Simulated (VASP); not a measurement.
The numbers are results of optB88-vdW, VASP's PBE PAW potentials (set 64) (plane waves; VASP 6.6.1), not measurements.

The input files of a VASP run:

### POSCAR
```
FePt
1
    2.6712947810     0.0000000000     0.0000000000
    0.0000000000     2.6712947810     0.0000000000
    0.0000000000     0.0000000000     3.6845346246
Fe Pt
1 1
Direct
  0.0000000000   0.0000000000   1.0000000000
  0.5000000000   0.5000000000   0.5000000000
```

### INCAR
```
SYSTEM = FePt
PREC = Accurate
ENCUT = 520
EDIFF = 1E-7
NELM = 100
ALGO = Normal
LREAL = .FALSE.
LASPH = .TRUE.
ISMEAR = 1
SIGMA = 0.1
GGA = BO
PARAM1 = 0.1833333333
PARAM2 = 0.22
LUSE_VDW = .TRUE.
AGGAC = 0.0
LMAXMIX = 6
ISPIN = 2
MAGMOM = 2.9 0.3
LORBIT = 10
LWAVE = .FALSE.
LCHARG = .FALSE.
ISIF = 4
IBRION = 2
NSW = 30
EDIFFG = -0.01
```

KPOINTS:
```
Automatic mesh
0
Gamma
13 13 10
0 0 0
```

POTCAR, in this order: Fe Pt (PBE.64 set). Program: vasp_std.

Output of the run:

### OUTCAR
```
 ion  position               nearest neighbor table
   1  0.000  0.000  0.000-   2 2.64   2 2.64   2 2.64   2 2.64   2 2.64   2 2.64   2 2.64   2 2.64
  LATTYP: Found a simple tetragonal cell.
 ALAT       =     2.6712947810
 C/A-ratio  =     1.3793066384
 Subroutine PRICEL returns:
 Original cell was already a primitive cell.
 Subroutine GETGRP returns: Found 16 space group operations
The static configuration has the point symmetry D_4h.
The dynamic configuration has the point symmetry D_4h.
The overall configuration has the point symmetry D_4h.
 Subroutine INISYM returns: Found 16 space group operations
 Subroutine IBZKPT returns following result:
 Found    168 irreducible k-points:

 Following reciprocal coordinates:
            Coordinates               Weight
  0.000000  0.000000  0.000000      1.000000
  0.076923  0.000000  0.000000      4.000000
  0.153846  0.000000  0.000000      4.000000
  0.230769  0.000000  0.000000      4.000000
  0.307692  0.000000  0.000000      4.000000
  0.384615  0.000000  0.000000      4.000000
  0.461538  0.000000  0.000000      4.000000
  0.076923  0.076923  0.000000      4.000000
  0.153846  0.076923  0.000000      8.000000
  0.230769  0.076923  0.000000      8.000000
  0.307692  0.076923  0.000000      8.000000
  0.384615  0.076923  0.000000      8.000000
  0.461538  0.076923  0.000000      8.000000
  0.153846  0.153846  0.000000      4.000000
  0.230769  0.153846  0.000000      8.000000
  0.307692  0.153846  0.000000      8.000000
  0.384615  0.153846  0.000000      8.000000
  0.461538  0.153846  0.000000      8.000000
  0.230769  0.230769  0.000000      4.000000
  0.307692  0.230769  0.000000      8.000000
  0.384615  0.230769  0.000000      8.000000
  0.461538  0.230769  0.000000      8.000000
  0.307692  0.307692  0.000000      4.000000
  0.384615  0.307692  0.000000      8.000000
  0.461538  0.307692  0.000000      8.000000
  0.384615  0.384615  0.000000      4.000000
  0.461538  0.384615  0.000000      8.000000
  0.461538  0.461538  0.000000      4.000000
  0.000000  0.000000  0.100000      2.000000
  0.076923  0.000000  0.100000      8.000000
  0.153846  0.000000  0.100000      8.000000
  0.230769  0.000000  0.100000      8.000000
  0.307692  0.000000  0.100000      8.000000
  0.384615  0.000000  0.100000      8.000000
  0.461538  0.000000  0.100000      8.000000
  0.076923  0.076923  0.100000      8.000000
  0.153846  0.076923  0.100000     16.000000
  0.230769  0.076923  0.100000     16.000000
  0.307692  0.076923  0.100000     16.000000
  0.384615  0.076923  0.100000     16.000000
   k-points           NKPTS =    168   k-points in BZ     NKDIM =    168   number of bands    NBANDS=     15
   number of dos      NEDOS =    301   number of ions     NIONS =      2
   total plane-waves  NPLWV =  11200
   dimension x,y,z NGX =    20 NGY =   20 NGZ =   28
   dimension x,y,z NGXF=    40 NGYF=   40 NGZF=   56
   ions per type =               1   1
   PREC   = accura    normal or accurate (medium, high low for compatibility)
   ISTART =      0    job   : 0-new  1-cont  2-samecut
   ICHARG =      2    charge: 1-file 2-atom 10-const
   ISPIN  =      2    spin polarized calculation?
   LNONCOLLINEAR =      F non collinear calculations
   LSORBIT =      F    spin-orbit coupling
   INIWAV =      1    electr: 0-lowe 1-rand  2-diag
   ENCUT  =  520.0 eV  38.22 Ry    6.18 a.u.   4.97  4.97  6.85*2*pi/ulx,y,z
   NELM   =    100;   NELMIN=  2; NELMDL= -5     # of ELM steps
   EDIFF  = 0.1E-06   stopping-criterion for ELM
   LREAL  =      F    real-space projection
   NLSPLINE    = F    spline interpolate recip. space projectors
...
```

OSZICAR:
```
       N       E                     dE             d eps       ncg     rms          rms(c)
DAV:   1     0.986983331207E+02    0.98698E+02   -0.88589E+03 10432   0.135E+03
DAV:   2    -0.740687989238E+01   -0.10611E+03   -0.94975E+02 10395   0.259E+02
DAV:   3    -0.106241126552E+02   -0.32172E+01   -0.31217E+01 12565   0.548E+01
DAV:   4    -0.106578415683E+02   -0.33729E-01   -0.33716E-01 11637   0.475E+00
DAV:   5    -0.106587562111E+02   -0.91464E-03   -0.91462E-03 13401   0.892E-01    0.171E+01
DAV:   6    -0.110598795083E+02   -0.40112E+00   -0.91455E+00 10751   0.702E+01    0.183E+01
DAV:   7    -0.969716912248E+01    0.13627E+01   -0.65843E+00 12742   0.707E+01    0.912E+00
DAV:   8    -0.957129140266E+01    0.12588E+00   -0.40443E-01 13105   0.108E+01    0.425E+00
DAV:   9    -0.950776560089E+01    0.63526E-01   -0.11352E-01 14603   0.725E+00    0.190E+00
DAV:  10    -0.949927606314E+01    0.84895E-02   -0.26048E-02 15688   0.316E+00    0.577E-01
DAV:  11    -0.949924287094E+01    0.33192E-04   -0.24786E-03 12950   0.741E-01    0.210E-01
DAV:  12    -0.949927907030E+01   -0.36199E-04   -0.14359E-04 12008   0.137E-01    0.832E-02
DAV:  13    -0.949928867752E+01   -0.96072E-05   -0.58755E-05 12837   0.864E-02    0.279E-02
DAV:  14    -0.949928668487E+01    0.19926E-05   -0.83577E-06 14361   0.549E-02    0.900E-03
DAV:  15    -0.949928696713E+01   -0.28226E-06   -0.67254E-07 13679   0.150E-02    0.321E-03
DAV:  16    -0.949928703215E+01   -0.65016E-07   -0.14316E-07  6847   0.875E-03
   1 F= -.94992870E+01 E0= -.94995640E+01  d E =-.949929E+01  mag=     3.1350
```

**OUTCAR**
```
------------------------ aborting loop because EDIFF is reached ----------------------------------------
  FORCE on cell =-STRESS in cart. coord.  units (eV):
  Direction    XX          YY          ZZ          XY          YZ          ZX
  --------------------------------------------------------------------------------------
  Total        2.4614758      2.4614758      2.4440620      0.0000000     -0.0000000     -0.0000000
  in kB      149.9960724    149.9960724    148.9349161      0.0000000     -0.0000000     -0.0000000
  external PRESSURE =     149.6423536 kB  Pullay stress =       0.0000000 kB
  volume of cell :       26.29
      direct lattice vectors                 reciprocal lattice vectors
     2.671294781  0.000000000  0.000000000     0.374350299  0.000000000  0.000000000
     0.000000000  2.671294781  0.000000000     0.000000000  0.374350299  0.000000000
     0.000000000  0.000000000  3.684534625     0.000000000  0.000000000  0.271404696
 POSITION                                       TOTAL-FORCE (eV/Angst)
 -----------------------------------------------------------------------------------
      0.00000      0.00000      0.00000         0.000000      0.000000      0.000000
      1.33565      1.33565      1.84227         0.000000      0.000000      0.000000
 -----------------------------------------------------------------------------------
    total drift:                                0.000000      0.000000      0.000000
  FREE ENERGIE OF THE ION-ELECTRON SYSTEM (eV)
  ---------------------------------------------------
  free  energy   TOTEN  =        -9.4992870321 eV

  energy  without entropy=       -9.5001177895  energy(sigma->0) =       -9.49956395

 total charge

# of ion       s       p       d       tot
------------------------------------------
    1        0.425   0.481   6.217   7.124
    2        0.742   0.711   8.113   9.566
--------------------------------------------------
tot          1.167   1.192  14.330  16.689

 magnetization (x)

# of ion       s       p       d       tot
------------------------------------------
    1        0.002  -0.004   2.778   2.776
    2       -0.024  -0.063   0.407   0.320
--------------------------------------------------
tot         -0.021  -0.067   3.185   3.096

 reached required accuracy - stopping structural energy minimisation
```
(Selected blocks of OUTCAR.)

The compound is FePt in the L1_0 structure. This cell is one point of a volume scan, at 0.94 of the reference volume.
